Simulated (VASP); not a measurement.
Method: PBEsol GGA, VASP's PBE PAW potentials (set 64) (plane waves; VASP 6.6.1).

Input for VASP

File POSCAR:
```
Ir
1
   -1.5395171645     1.5395171645     1.5395171645
    1.5395171645    -1.5395171645     1.5395171645
    1.5395171645     1.5395171645    -1.5395171645
Ir
1
Direct
  0.0000000000   0.0000000000   0.0000000000
```

**INCAR**
```
SYSTEM = Ir
PREC = Accurate
ENCUT = 400
EDIFF = 1E-7
NELM = 100
ALGO = Normal
LREAL = .FALSE.
LASPH = .TRUE.
ISMEAR = -5
GGA = PS
LMAXMIX = 6
LWAVE = .FALSE.
LCHARG = .TRUE.
LORBIT = 11
NEDOS = 601
ISIF = 2
```

File KPOINTS:
```
Automatic mesh
0
Gamma
19 19 19
0 0 0
```

POTCAR, in this order: Ir (PBE.64 set). Program: vasp_std.

Output of the run:

**OSZICAR**
```
       N       E                     dE             d eps       ncg     rms          rms(c)
DAV:   1     0.316711819388E+02    0.31671E+02   -0.38727E+03  3880   0.812E+02
DAV:   2    -0.916608560117E+01   -0.40837E+02   -0.39737E+02  3560   0.183E+02
DAV:   3    -0.966442413956E+01   -0.49834E+00   -0.49661E+00  4736   0.267E+01
DAV:   4    -0.966804016625E+01   -0.36160E-02   -0.36169E-02  4344   0.178E+00
DAV:   5    -0.966808455485E+01   -0.44389E-04   -0.44372E-04  4896   0.145E-01    0.154E+01
DAV:   6    -0.922700286800E+01    0.44108E+00   -0.96428E-01  4000   0.132E+01    0.680E+00
DAV:   7    -0.914795978432E+01    0.79043E-01   -0.28838E-01  4400   0.662E+00    0.188E+00
DAV:   8    -0.914211367723E+01    0.58461E-02   -0.58560E-03  3712   0.131E+00    0.411E-01
DAV:   9    -0.914196909830E+01    0.14458E-03   -0.84745E-05  4408   0.114E-01    0.289E-02
DAV:  10    -0.914197118264E+01   -0.20843E-05   -0.39847E-06  4248   0.205E-02    0.599E-03
DAV:  11    -0.914197155336E+01   -0.37072E-06   -0.24308E-07  4632   0.697E-03    0.795E-04
DAV:  12    -0.914197141078E+01    0.14258E-06   -0.53265E-09  2016   0.989E-04    0.891E-05
DAV:  13    -0.914197139946E+01    0.11318E-07   -0.22004E-10  2008   0.156E-04
   1 F= -.91419714E+01 E0= -.91419714E+01  d E =0.000000E+00
```

### OUTCAR
```
------------------------ aborting loop because EDIFF is reached ----------------------------------------
  FORCE on cell =-STRESS in cart. coord.  units (eV):
  Direction    XX          YY          ZZ          XY          YZ          ZX
  --------------------------------------------------------------------------------------
  Total       -0.0185319     -0.0185319     -0.0185319     -0.0000000     -0.0000000      0.0000000
  in kB       -2.0343108     -2.0343108     -2.0343108     -0.0000000     -0.0000000      0.0000000
  external PRESSURE =      -2.0343108 kB  Pullay stress =       0.0000000 kB
  volume of cell :       14.60
      direct lattice vectors                 reciprocal lattice vectors
    -1.539517165  1.539517165  1.539517165     0.000000000  0.324777152  0.324777152
     1.539517165 -1.539517165  1.539517165     0.324777152  0.000000000  0.324777152
     1.539517165  1.539517165 -1.539517165     0.324777152  0.324777152  0.000000000
 POSITION                                       TOTAL-FORCE (eV/Angst)
 -----------------------------------------------------------------------------------
      0.00000      0.00000      0.00000         0.000000      0.000000      0.000000
 -----------------------------------------------------------------------------------
    total drift:                                0.000000      0.000000      0.000000
  FREE ENERGIE OF THE ION-ELECTRON SYSTEM (eV)
  ---------------------------------------------------
  free  energy   TOTEN  =        -9.1419713995 eV

  energy  without entropy=       -9.1419713995  energy(sigma->0) =       -9.14197140

 total charge

# of ion       s       p       d       tot
------------------------------------------
    1        0.646   0.655   7.000   8.301
```
(Selected blocks of OUTCAR.)

For a metal the tetrahedron method with Blöchl corrections gives inexact stress and forces.

The structure was generated: Ir was put into the bcc type (Im-3m), which need not be its known phase. It was relaxed first.
